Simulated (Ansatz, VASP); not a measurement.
**One calculation of YNi4Au, two programs**

```
Au Y Ni
1.0
     0.00000    3.43566    3.43566
     3.43566    0.00000    3.43566
     3.43566    3.43566    0.00000
Au Y Ni
1 1 4
Direct
  0.25000 0.25000 0.25000
  0.00000 0.00000 0.00000
  0.62427 0.12720 0.62427
  0.62427 0.62427 0.12720
  0.62427 0.62427 0.62427
  0.12720 0.62427 0.62427
```

Alike in both runs: functional PBEsol; k mesh 8 × 8 × 8; occupations gaussian, width 0.05 eV; no spin polarisation.

Ansatz relaxed the structure, and its values are those at the end. VASP's run is a single point on that final structure, the one shown.

|  | VASP | Ansatz |
| --- | --- | --- |
| version | VASP 6.6.1 | Ansatz 0.2.0 |
| potentials or method | VASP PAW PBE potentials, release 64 (Au, Y_sv, Ni) | scalar-relativistic, plane waves, PAW |
| plane-wave cutoff (eV) | 520 | 420 |
| valence electrons in the cell | 62 | 102 |

Ansatz gave:

* gap on the k mesh at the Fermi level (eV): none
* pressure (GPa): 0.0
* rms of the force components (eV/Å): 0.000

Question: Which values does VASP return?

Answer: gap on the k mesh at the Fermi level (eV): none; pressure (GPa): -0.2; rms of the force components (eV/Å): 0.004.

A gap of «none» marks a metal or a gap that the smearing closes. The functional is the same, so the differences come from potentials, cutoffs and numerics. The two sets of potentials don't hold the same shells in valence.

Caveats: the PAW data sets were made with another functional, which shifts forces and pressure a little (VASP). Spin polarisation is off, so any magnetic state and its effect on volume and gap are missing. The runs have no spin-orbit coupling, so splittings on Au are missing.
